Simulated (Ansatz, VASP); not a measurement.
Given: the input of a run of Ansatz 0.2.0 on SrMg6Ni. The cell comes from a database or a generator and needn't be the stable form of this composition.

input.yaml

```yaml
crystal:
  lattice:
    - [4.485248, 0.0, 0.0]
    - [0.0, 3.128175, 7.118798]
    - [0.0, -3.128175, 7.118798]
  atoms:
    - { symbol: Sr, position: [0.5, 0.718243, 0.718243] }
    - { symbol: Ni, position: [0.0, 0.895799, 0.895799], spin: 1.0 }
    - { symbol: Mg, position: [0.5, 0.133557, 0.133557] }
    - { symbol: Mg, position: [0.5, 0.165213, 0.679349] }
    - { symbol: Mg, position: [0.5, 0.679349, 0.165213] }
    - { symbol: Mg, position: [0.0, 0.305192, 0.305192] }
    - { symbol: Mg, position: [0.0, 0.304944, 0.797704] }
    - { symbol: Mg, position: [0.0, 0.797704, 0.304944] }
hamiltonian:
  xc: pbe
  pseudopotentials: { kind: paw }
magnetization:
  spin_polarized: true
kpoints:
  mp_grid: { grid: [6, 5, 5] }
scf:
  occupations: { method: gaussian, width: 0.1 }
output:
  forces: true
  stress: true
  eigenvalues: true
  write_density: true
  write_potential: true
  elf: true
  volumetric_format: npy
```

Potentials or basis: Ansatz PAW.

Launch:

```bash
$ ansatz run input.yaml --threads 4 --pin off --max-ram 11264MiB --backend cpu --events-out ev --progress --plain --runs-dir out
```

Problem. Translate it to VASP 6.6.1. Potentials or basis there: PBE PAW files Mg, Ni, Sr_sv, 520 eV.

Solution. As run (cutoffs and basis follow the program's own potentials, and thresholds, step limits or extra output files can differ):

Contents of INCAR:

```
SYSTEM = SrMg6Ni
ALGO = Fast
EDIFF = 1E-7
ENCUT = 520
GGA = PE
ISIF = 2
ISMEAR = 0
ISPIN = 2
LASPH = .True.
LCHARG = .False.
LMAXMIX = 4
LORBIT = 11
LREAL = .False.
LWAVE = .False.
MAGMOM = 0 1 0 0 0 0 0 0
NBANDS = 30
NELM = 100
PREC = Accurate
SIGMA = 0.1
```

KPOINTS

```
k-points
0
Gamma
  6 5 5
  0 0 0
```

Contents of POSCAR:

```
SrMg6Ni
4.4852
    1.000010701864      0.000000000000      0.000000000000
    0.000000000000      0.697443815214      1.587175153839
    0.000000000000     -0.697443815214      1.587175153839
Sr Ni Mg
1 1 6
Direct
    0.5000000000      0.7182430000      0.7182430000
    0.0000000000      0.8957990000      0.8957990000
    0.5000000000      0.1335570000      0.1335570000
    0.5000000000      0.1652130000      0.6793490000
    0.5000000000      0.6793490000      0.1652130000
    0.0000000000      0.3051920000      0.3051920000
    0.0000000000      0.3049440000      0.7977040000
    0.0000000000      0.7977040000      0.3049440000
```

Potentials or basis: VASP PAW PBE potentials, release 64 (Sr_sv, Ni, Mg).

The run is started by

```sh
$ cat potpaw_PBE.64/Sr_sv/POTCAR potpaw_PBE.64/Ni/POTCAR potpaw_PBE.64/Mg/POTCAR > POTCAR
$ mpirun -np 1 vasp_std > vasp.out
```

Both were run:

|  | Ansatz | VASP |
| --- | --- | --- |
| Pressure | -0.1 GPa | -0.1 GPa |
| Largest force | 0.054 eV/Å | 0.053 eV/Å |
| Net moment | 0.00 μB per cell | 0.00 μB per cell |

Ansatz's pressure holds a Pulay term of +0.01 GPa for its cutoff of 420 eV, which the other run lacks.

The potentials hold 88 and 32 valence electrons a cell.

Where Ansatz's input types no cutoff or centring, it takes its own default and a Γ-centred mesh.

The magnetic state is the one that the start led to; the real crystal's order can differ.

Pressure is positive in compression.
